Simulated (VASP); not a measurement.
TiN:

```
Ti N
1.0
     0.00000    2.11900    2.11900
     2.11900    0.00000    2.11900
     2.11900    2.11900    0.00000
Ti N
1 1
Direct
  0.00000 0.00000 0.00000
  0.50000 0.50000 0.50000
```

- Program: VASP 6.6.1
- Task: relaxation of cell and atoms
- Functional: LDA
- Potentials or basis: VASP PAW LDA potentials, release 64 (Ti_sv, N)
- Cutoff: 520 eV
- k mesh: 12 × 12 × 12
- Occupations: gaussian, width 0.02 eV
- Spin: no spin polarisation

At the start: pressure -12.8 GPa; volume 9.51 Å³/atom.

Q: Where does the relaxation end?

A: Over 4 steps the energy falls by 16.9 meV/atom and the volume is 9.11 Å³/atom (-4.3 %); space group Fm-3m (No. 225, to 0.05 Å).

Step by step:
```
step  energy change (eV)  largest force (eV/Å)  pressure (GPa)  volume (Å³)
   1              0.0000                0.0000          -12.76        19.03
   2              0.0533                0.0000           24.80        17.02
   3             -0.0338                0.0000           -0.25        18.23
   4             -0.0338                0.0000            0.00        18.21
```

Final structure:
```
Ti N
1.0
     0.00000    2.08816    2.08816
     2.08816    0.00000    2.08816
     2.08816    2.08816    0.00000
Ti N
1 1
Direct
  0.00000 0.00000 0.00000
  0.50000 0.50000 0.50000
```
